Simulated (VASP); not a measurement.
Method: r2SCAN+rVV10, VASP's PBE PAW potentials (set 64) (plane waves; VASP).

Input for VASP

KPOINTS_OPT:
```
k-points along high-symmetry lines
10
Line-mode
Reciprocal
  0.000000   0.000000   0.000000 ! GAMMA
  0.500000  -0.500000   0.500000 ! H

  0.500000  -0.500000   0.500000 ! H
  0.000000  -0.000000   0.500000 ! N

  0.000000  -0.000000   0.500000 ! N
  0.000000   0.000000   0.000000 ! GAMMA

  0.000000   0.000000   0.000000 ! GAMMA
  0.250000   0.250000   0.250000 ! P

  0.250000   0.250000   0.250000 ! P
  0.500000  -0.500000   0.500000 ! H

  0.250000   0.250000   0.250000 ! P
  0.000000  -0.000000   0.500000 ! N
```

**INCAR**
```
SYSTEM = Na
PREC = Accurate; ENCUT = 520; LREAL = .FALSE.
LASPH = .TRUE.
EDIFF = 1E-7; NELM = 100; ALGO = Normal
LMIXTAU = .TRUE.
ISMEAR = -5
METAGGA = R2SCAN; LUSE_VDW = .TRUE.; BPARAM = 11.95
CPARAM = 0.0093
ISIF = 2
LWAVE = .FALSE.; LCHARG = .FALSE.; LORBIT = 11
NEDOS = 601
```

### POSCAR
```
Na
1
   -2.1105776268     2.1105776268     2.1105776268
    2.1105776268    -2.1105776268     2.1105776268
    2.1105776268     2.1105776268    -2.1105776268
Na
1
Direct
  0.0000000000   0.0000000000   0.0000000000
```

File KPOINTS:
```
K-points
0
G
 14 14 14
0 0 0
```

POTCAR, in this order: Na_pv (PBE.64 set). Program: vasp_std.

What VASP printed:

File OUTCAR:
```
 ion  position               nearest neighbor table
   1  0.000  0.000  0.000-
  LATTYP: Found a body centered cubic cell.
 ALAT       =     4.2211552536
 Subroutine PRICEL returns:
 Original cell was already a primitive cell.
 Subroutine GETGRP returns: Found 48 space group operations
The static configuration has the point symmetry O_h .
The dynamic configuration has the point symmetry O_h .
 Subroutine INISYM returns: Found 48 space group operations
 Subroutine IBZKPT returns following result:
 Found    104 irreducible k-points:

 Following reciprocal coordinates:
            Coordinates               Weight
  0.000000  0.000000  0.000000      1.000000
  0.071429  0.000000  0.000000     12.000000
  0.142857  0.000000  0.000000     12.000000
  0.214286  0.000000  0.000000     12.000000
  0.285714  0.000000  0.000000     12.000000
  0.357143  0.000000  0.000000     12.000000
  0.428571  0.000000  0.000000     12.000000
  0.500000  0.000000  0.000000      6.000000
  0.071429  0.071429  0.000000     24.000000
  0.142857  0.071429  0.000000     48.000000
...
```

OSZICAR:
```
       N       E                     dE             d eps       ncg     rms          rms(c)
DAV:   1     0.186683267094E+02    0.18668E+02   -0.40488E+03  1463   0.852E+02
DAV:   2    -0.329201649004E+01   -0.21960E+02   -0.21957E+02  1519   0.145E+02
DAV:   3    -0.374117228103E+01   -0.44916E+00   -0.44916E+00  1932   0.295E+01
DAV:   4    -0.374472977352E+01   -0.35575E-02   -0.35576E-02  1785   0.229E+00
DAV:   5    -0.374478775937E+01   -0.57986E-04   -0.57987E-04  1932   0.251E-01    0.192E-01
DAV:   6    -0.305238355816E+01    0.69240E+00   -0.14421E-01  1470   0.769E+00    0.326E-01
DAV:   7    -0.326791990775E+01   -0.21554E+00   -0.18631E-01  1477   0.452E+00    0.255E-01
DAV:   8    -0.324951079259E+01    0.18409E-01   -0.93842E-03  1519   0.142E+00    0.366E-01
DAV:   9    -0.329440391625E+01   -0.44893E-01   -0.43395E-02  1470   0.376E+00    0.517E-02
DAV:  10    -0.328755129159E+01    0.68526E-02   -0.30423E-03  1470   0.842E-01    0.595E-02
DAV:  11    -0.329577310274E+01   -0.82218E-02   -0.25091E-03  1456   0.881E-01    0.255E-02
DAV:  12    -0.327996456829E+01    0.15809E-01   -0.43309E-03  1456   0.832E-01    0.142E-02
DAV:  13    -0.327879731900E+01    0.11672E-02   -0.28969E-04  1484   0.128E-01    0.132E-02
DAV:  14    -0.327876158830E+01    0.35731E-04   -0.64437E-06  1890   0.255E-02    0.137E-02
DAV:  15    -0.327859210686E+01    0.16948E-03   -0.15523E-04  1463   0.133E-01    0.653E-03
DAV:  16    -0.327851932417E+01    0.72783E-04   -0.87793E-06  1498   0.298E-02    0.389E-03
DAV:  17    -0.327848701572E+01    0.32308E-04   -0.12470E-06  1484   0.124E-02    0.299E-03
DAV:  18    -0.327843111409E+01    0.55902E-04   -0.10809E-06  1470   0.119E-02    0.176E-03
DAV:  19    -0.327841181677E+01    0.19297E-04   -0.65208E-07  1456   0.950E-03    0.126E-03
DAV:  20    -0.327839141622E+01    0.20401E-04   -0.50647E-07  1456   0.104E-02    0.581E-04
DAV:  21    -0.327837757883E+01    0.13837E-04   -0.10521E-07  1491   0.308E-03    0.323E-04
DAV:  22    -0.327837150398E+01    0.60749E-05   -0.16336E-08  1505   0.149E-03    0.132E-04
DAV:  23    -0.327836602110E+01    0.54829E-05   -0.28267E-08  1491   0.172E-03    0.624E-05
DAV:  24    -0.327836660234E+01   -0.58124E-06   -0.35304E-09   742   0.578E-04    0.317E-05
DAV:  25    -0.327836662877E+01   -0.26426E-07   -0.17516E-09   749   0.433E-04
   1 F= -.32783666E+01 E0= -.32783666E+01  d E =0.000000E+00
       N       E                     dE             ncg
```

### OUTCAR
```
------------------------ aborting loop because EDIFF is reached ----------------------------------------
  FORCE on cell =-STRESS in cart. coord.  units (eV):
  Direction    XX          YY          ZZ          XY          YZ          ZX
  --------------------------------------------------------------------------------------
  Total        0.0028426      0.0028426      0.0028426      0.0000000     -0.0000000      0.0000000
  in kB        0.1211045      0.1211045      0.1211045      0.0000000     -0.0000000      0.0000000
  external PRESSURE =       0.1211045 kB  Pullay stress =       0.0000000 kB
  volume of cell :       37.61
      direct lattice vectors                 reciprocal lattice vectors
    -2.110577627  2.110577627  2.110577627     0.000000000  0.236901971  0.236901971
     2.110577627 -2.110577627  2.110577627     0.236901971  0.000000000  0.236901971
     2.110577627  2.110577627 -2.110577627     0.236901971  0.236901971  0.000000000
 POSITION                                       TOTAL-FORCE (eV/Angst)
 -----------------------------------------------------------------------------------
      0.00000      0.00000      0.00000        -0.000000      0.000000     -0.000000
 -----------------------------------------------------------------------------------
    total drift:                                0.000000      0.000000      0.000000
  FREE ENERGIE OF THE ION-ELECTRON SYSTEM (eV)
  ---------------------------------------------------
  free  energy   TOTEN  =        -3.2783666288 eV

  energy  without entropy=       -3.2783666288  energy(sigma->0) =       -3.27836663

 total charge

# of ion       s       p       d       tot
------------------------------------------
    1        0.085   5.969   0.000   6.054
```
(Selected blocks of OUTCAR.)

File OUTCAR:
```
 val. band max:        0.2392978697   @ k =  -0.3571   0.4286   0.1429

 cond. band min:       0.3190091300   @ k =   0.3571   0.0714   0.0714


 Fermi energy:         0.3297373026

 k-point     1 :       0.0000    0.0000    0.0000
  band No.  band energies     occupation
      1     -25.6808      2.00000
      2     -25.6808      2.00000
      3     -25.6806      2.00000
      4      -3.1665      2.00000
      5      12.6145      0.00000
      6      12.6151      0.00000
      7      12.6151      0.00000

 k-point     2 :       0.0714    0.0000    0.0000
  band No.  band energies     occupation
      1     -25.6824      2.00000
      2     -25.6813      2.00000
      3     -25.6808      2.00000
      4      -3.0714      2.00000
      5      11.4503      0.00000
      6      12.0267      0.00000
      7      12.3333      0.00000

 k-point     3 :       0.1429    0.0000    0.0000
  band No.  band energies     occupation
      1     -25.6872      2.00000
      2     -25.6829      2.00000
      3     -25.6808      2.00000
      4      -2.7870      2.00000
      5       9.4961      0.00000
      6      11.1325      0.00000
      7      11.7846      0.00000

 k-point     4 :       0.2143    0.0000    0.0000
  band No.  band energies     occupation
      1     -25.6942      2.00000
      2     -25.6852      2.00000
      3     -25.6808      2.00000
      4      -2.3165      2.00000
      5       7.5970      0.00000
      6      10.3420      0.00000
      7      11.2459      0.00000

 k-point     5 :       0.2857    0.0000    0.0000
  band No.  band energies     occupation
      1     -25.7019      2.00000
      2     -25.6878      2.00000
      3     -25.6808      2.00000
      4      -1.6648      2.00000
      5       5.8256      0.00000
      6       9.7131      0.00000
      7      10.8021      0.00000

 k-point     6 :       0.3571    0.0000    0.0000
  band No.  band energies     occupation
      1     -25.7088      2.00000
...
```

For a metal the tetrahedron method with Blöchl corrections gives inexact stress and forces.

The compound is Na in the bcc structure. It was relaxed first.
